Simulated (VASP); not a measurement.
Here is the system:

```xyz
8
Lattice="5.6754 0.0000 0.0000 0.0000 3.2637 0.0000 0.0000 0.0000 6.4802" Properties=species:S:1:pos:R:3 pbc="T T T"
Ge     4.5845     2.4478     2.8382
Ge     1.0909     0.8159     3.6420
Ge     3.9286     0.8159     6.0782
Ge     1.7468     2.4478     0.4019
Rh     5.6531     2.4478     5.1609
Rh     0.0222     0.8159     1.3192
Rh     2.8599     0.8159     1.9208
Rh     2.8154     2.4478     4.5593
```

Calculation: r2SCAN meta-GGA, VASP's PBE PAW potentials (set 64) (plane waves; VASP). Numerical set-up: 400 eV cut-off, 6×11×6 Γ-centred mesh, tetrahedra with Blöchl corrections, potentials Ge_d Rh_pv.

The cores are frozen, which limits the accuracy of field gradients.

Problem. Give the principal components of the electric field gradient (V/Å²) and the asymmetry η at each nucleus.

Solution. 
| atom | Vxx | Vyy | Vzz | η |
|---|---|---|---|---|
| Ge1 | 54.7 | 24.5 | -79.2 | 0.38 |
| Ge2 | 54.7 | 24.5 | -79.2 | 0.38 |
| Ge3 | 54.7 | 24.5 | -79.2 | 0.38 |
| Ge4 | 54.7 | 24.5 | -79.2 | 0.38 |
| Rh5 | -49.9 | -29.7 | 79.7 | 0.25 |
| Rh6 | -49.9 | -29.7 | 79.7 | 0.25 |
| Rh7 | -49.9 | -29.7 | 79.7 | 0.25 |
| Rh8 | -49.9 | -29.7 | 79.7 | 0.25 |

The structure comes from a computed database's GeRh entry (Pnma); how it stands against other phases isn't given here. It was relaxed first.
